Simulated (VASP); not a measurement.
These are optB86b-vdW, VASP's PBE PAW potentials (set 64) (plane waves; VASP) values and carry that method's errors.

VASP ran on this input.

**POSCAR**
```
Zn
1.0
  1.3255574579  -2.2959332869   0.0000000000
  1.3255574579   2.2959332869   0.0000000000
  0.0000000000   0.0000000000   4.8217347762
Zn
2
Direct
  0.3333330000   0.6666670000   0.2500000000
  0.6666670000   0.3333330000   0.7500000000
```

### KPOINTS
```
K-points
0
G
  18 18 9
0 0 0
```

### INCAR
```
# general
SYSTEM   = Zn
PREC     = Accurate
ENCUT    = 520
LREAL    = .False.
LASPH    = .True.

# electronic loop
EDIFF    = 1E-7
NELM     = 100
ALGO     = Normal
LMAXMIX  = 4

# smearing
ISMEAR   = -5

# functional
GGA      = MK
LUSE_VDW = .True.
AGGAC    = 0.0
PARAM1   = 0.1234
PARAM2   = 1.0

# ions
ISIF     = 2

# output
LWAVE    = .False.
LCHARG   = .True.
LORBIT   = 11
NEDOS    = 601
```

POTCAR, in this order: Zn (PBE.64 set). Program: vasp_std.

Output

File OUTCAR:
```
 ion  position               nearest neighbor table
   1  0.333  0.667  0.250-   2 2.86   2 2.86   2 2.86   2 2.86   2 2.86   2 2.86
   2  0.667  0.333  0.750-   1 2.86   1 2.86   1 2.86   1 2.86   1 2.86   1 2.86
  LATTYP: Found a hexagonal cell.
 ALAT       =     2.6511152808
 C/A-ratio  =     1.8187571137
 Subroutine PRICEL returns:
 Original cell was already a primitive cell.
 Subroutine GETGRP returns: Found 24 space group operations
The static configuration has the point symmetry D_3d.
 The point group associated with its full space group is D_6h.
The dynamic configuration has the point symmetry D_3d.
 Subroutine INISYM returns: Found 24 space group operations
 Subroutine IBZKPT returns following result:
 Found    185 irreducible k-points:

 Following reciprocal coordinates:
            Coordinates               Weight
  0.000000  0.000000  0.000000      1.000000
  0.055556 -0.000000  0.000000      6.000000
  0.111111 -0.000000  0.000000      6.000000
  0.166667  0.000000  0.000000      6.000000
  0.222222 -0.000000  0.000000      6.000000
  0.277778 -0.000000  0.000000      6.000000
  0.333333  0.000000  0.000000      6.000000
  0.388889  0.000000  0.000000      6.000000
  0.444444 -0.000000  0.000000      6.000000
  0.500000 -0.000000  0.000000      3.000000
  0.055556  0.055556  0.000000      6.000000
  0.111111  0.055556  0.000000     12.000000
  0.166667  0.055556  0.000000     12.000000
  0.222222  0.055556  0.000000     12.000000
  0.277778  0.055556  0.000000     12.000000
  0.333333  0.055556  0.000000     12.000000
  0.388889  0.055556  0.000000     12.000000
  0.444444  0.055556  0.000000     12.000000
  0.111111  0.111111  0.000000      6.000000
  0.166667  0.111111  0.000000     12.000000
  0.222222  0.111111  0.000000     12.000000
  0.277778  0.111111  0.000000     12.000000
  0.333333  0.111111  0.000000     12.000000
  0.388889  0.111111  0.000000     12.000000
  0.444444  0.111111  0.000000      6.000000
  0.166667  0.166667  0.000000      6.000000
  0.222222  0.166667  0.000000     12.000000
  0.277778  0.166667  0.000000     12.000000
  0.333333  0.166667  0.000000     12.000000
  0.388889  0.166667  0.000000     12.000000
  0.222222  0.222222  0.000000      6.000000
  0.277778  0.222222  0.000000     12.000000
  0.333333  0.222222  0.000000     12.000000
  0.388889  0.222222  0.000000      6.000000
  0.277778  0.277778  0.000000      6.000000
  0.333333  0.277778  0.000000     12.000000
  0.333333  0.333333  0.000000      2.000000
  0.000000  0.000000  0.111111      2.000000
  0.055556 -0.000000  0.111111     12.000000
  0.111111 -0.000000  0.111111     12.000000
   k-points           NKPTS =    185   k-points in BZ     NKDIM =    185   number of bands    NBANDS=     16
   number of dos      NEDOS =    601   number of ions     NIONS =      2
   total plane-waves  NPLWV =  14400
   dimension x,y,z NGX =    20 NGY =   20 NGZ =   36
   dimension x,y,z NGXF=    40 NGYF=   40 NGZF=   72
   ions per type =               2
   PREC   = accura    normal or accurate (medium, high low for compatibility)
   ISTART =      0    job   : 0-new  1-cont  2-samecut
   ICHARG =      2    charge: 1-file 2-atom 10-const
   ISPIN  =      1    spin polarized calculation?
   LNONCOLLINEAR =      F non collinear calculations
   LSORBIT =      F    spin-orbit coupling
   INIWAV =      1    electr: 0-lowe 1-rand  2-diag
   ENCUT  =  520.0 eV  38.22 Ry    6.18 a.u.   4.93  4.93  8.97*2*pi/ulx,y,z
   NELM   =    100;   NELMIN=  2; NELMDL= -5     # of ELM steps
   EDIFF  = 0.1E-06   stopping-criterion for ELM
   LREAL  =      F    real-space projection
...
```

**OSZICAR**
```
       N       E                     dE             d eps       ncg     rms          rms(c)
DAV:   1     0.101200745890E+03    0.10120E+03   -0.12914E+04  6064   0.240E+03
DAV:   2     0.623305975937E+01   -0.94968E+02   -0.94014E+02  6024   0.301E+02
DAV:   3     0.360351859889E+01   -0.26295E+01   -0.26251E+01  7424   0.618E+01
DAV:   4     0.359624861165E+01   -0.72700E-02   -0.72740E-02  6976   0.328E+00
DAV:   5     0.359623768287E+01   -0.10929E-04   -0.10920E-04  7344   0.105E-01    0.423E+00
DAV:   6     0.380777993096E+01    0.21154E+00   -0.10379E+00  6080   0.229E+01    0.308E+00
DAV:   7     0.381771168706E+01    0.99318E-02   -0.32162E-02  7456   0.333E+00    0.159E+00
DAV:   8     0.382219677808E+01    0.44851E-02   -0.22262E-03  7720   0.758E-01    0.481E-02
DAV:   9     0.382215933940E+01   -0.37439E-04   -0.30182E-04  8424   0.250E-01    0.347E-02
DAV:  10     0.382215660342E+01   -0.27360E-05   -0.26784E-05  6576   0.684E-02    0.357E-03
DAV:  11     0.382215710540E+01    0.50198E-06   -0.17333E-07  6368   0.688E-03    0.188E-03
DAV:  12     0.382215765672E+01    0.55132E-06   -0.60152E-08  3840   0.360E-03    0.998E-05
DAV:  13     0.382215765989E+01    0.31719E-08   -0.13795E-08  3512   0.129E-03
   1 F= 0.38221577E+01 E0= 0.38221577E+01  d E =0.000000E+00
```

**OUTCAR**
```
------------------------ aborting loop because EDIFF is reached ----------------------------------------
  FORCE on cell =-STRESS in cart. coord.  units (eV):
  Direction    XX          YY          ZZ          XY          YZ          ZX
  --------------------------------------------------------------------------------------
  Total       -0.0632424     -0.0632424      0.1731876      0.0000000      0.0000000     -0.0000000
  in kB       -3.4524508     -3.4524521      9.4544507      0.0000000      0.0000000     -0.0000000
  external PRESSURE =       0.8498492 kB  Pullay stress =       0.0000000 kB
  volume of cell :       29.35
      direct lattice vectors                 reciprocal lattice vectors
     1.325557458 -2.295933287  0.000000000     0.377199794 -0.217776363  0.000000000
     1.325557458  2.295933287  0.000000000     0.377199794  0.217776363  0.000000000
     0.000000000  0.000000000  4.821734776     0.000000000  0.000000000  0.207394236
 POSITION                                       TOTAL-FORCE (eV/Angst)
 -----------------------------------------------------------------------------------
      1.32556      0.76531      1.20543        -0.000000     -0.000000      0.000000
      1.32556     -0.76531      3.61630         0.000000      0.000000      0.000000
 -----------------------------------------------------------------------------------
    total drift:                                0.000013      0.000072      0.000004
  FREE ENERGIE OF THE ION-ELECTRON SYSTEM (eV)
  ---------------------------------------------------
  free  energy   TOTEN  =         3.8221576599 eV

  energy  without entropy=        3.8221576599  energy(sigma->0) =        3.82215766

 total charge

# of ion       s       p       d       tot
------------------------------------------
    1        0.606   0.469   9.728  10.803
    2        0.606   0.469   9.728  10.803
--------------------------------------------------
tot          1.212   0.938  19.456  21.605
```
(Selected blocks of OUTCAR.)

For a metal the tetrahedron method with Blöchl corrections gives inexact stress and forces.

The compound is Zn in the hcp structure. It was relaxed first.
